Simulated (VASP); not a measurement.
Runs of VASP 6.6.1 on MoI. The structure is cubic, space group F-43m (No. 216). Conventional cell: a = 6.358 Å, b = 6.358 Å, c = 6.358 Å, α = 90.00°, β = 90.00°, γ = 90.00°. Mo (site symmetry -43m) is surrounded by 4 I at 2.75 Å. I (site symmetry -43m) has 4 Mo at 2.75 Å as nearest neighbours. The cell was built by a generator and needn't be a form met in nature.

```tsv
level	U	gap on the mesh (eV)	pressure (GPa)	relaxed volume (Å³/atom)
PBE+U	Mo d U = 6 eV	none	0.0	(b)
PBE	-	none	0.0	28.15
PBE+U	Mo d U = 8 eV	none	0.0	35.28
PBE+U	Mo d U = 5 eV	none	0.0	31.75
PBE+U	Mo d U = 4 eV	none	0.0	(a)
PBE+U	Mo d U = 3 eV	none	0.0	29.70
PBE+U	Mo d U = 2 eV	none	0.0	28.96
```

Alike in all rows: task relaxation of cell and atoms; potentials or basis VASP PAW PBE potentials, release 64 (Mo_sv, I); no spin polarisation; cell relaxed; k mesh 7 × 7 × 7; cutoff (eV) 600; smearing fermi-dirac 0.05 eV.

Q: Estimate the missing entries.

A: (a) 30.66; (b) 32.84.

Caveats: an odd number of electrons without spin polarisation forces a metal; a magnetic or distorted state may lie lower; U without spin polarisation on a metal has little footing (some runs).

A k mesh can miss the band edges, and the runs leave out spin-orbit coupling on I, Mo.

A gap of «none» marks a metal or a gap under the smearing width.
